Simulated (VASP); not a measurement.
OSZICAR of a VASP run on AuZn (CsCl type):

File OSZICAR:
```
       N       E                     dE             d eps       ncg     rms          rms(c)
DAV:   1     0.129850071735E+03    0.12985E+03   -0.11723E+04  1712   0.195E+03
DAV:   2    -0.660080769217E-01   -0.12992E+03   -0.12599E+03  1820   0.347E+02
DAV:   3    -0.411526201176E+01   -0.40493E+01   -0.40365E+01  1974   0.696E+01
DAV:   4    -0.414003383086E+01   -0.24772E-01   -0.24770E-01  2009   0.489E+00
DAV:   5    -0.414032183448E+01   -0.28800E-03   -0.28800E-03  2037   0.520E-01    0.702E+00
DAV:   6    -0.381797186951E+01    0.32235E+00   -0.11652E+00  1708   0.127E+01    0.472E+00
DAV:   7    -0.379989082678E+01    0.18081E-01   -0.29140E-02  2213   0.377E+00    0.257E+00
DAV:   8    -0.379413567667E+01    0.57552E-02   -0.10763E-02  1941   0.125E+00    0.156E-01
DAV:   9    -0.379418875085E+01   -0.53074E-04   -0.38864E-04  1876   0.208E-01    0.828E-02
DAV:  10    -0.379421532149E+01   -0.26571E-04   -0.52620E-05  2051   0.128E-01    0.169E-02
DAV:  11    -0.379421570767E+01   -0.38617E-06   -0.13719E-05  1897   0.856E-02    0.435E-03
DAV:  12    -0.379421562782E+01    0.79848E-07   -0.25684E-07   980   0.114E-02
   1 F= -.37942156E+01 E0= -.37939881E+01  d E =-.379422E+01
```

Q: Which electronic solver shows in the log?

A: It is blocked Davidson (ALGO = Normal, or the opening steps of other solvers). The INCAR had ALGO = Normal.

Q: Can the final energy be trusted as converged?

A: The calculation finished and met its thresholds. It stopped with EDIFF = 1E-6, NELM = 100, NSW = 60 and EDIFFG = -0.01 after 1 ionic step (RPBE GGA, plane waves, VASP's PBE PAW potentials (set 64)).

The compound is AuZn in the CsCl type structure. It was relaxed first, which changed the volume by +7 %. The start is the result of an earlier pass. The electron count is odd and the run is not spin-polarised, which forces a metal.
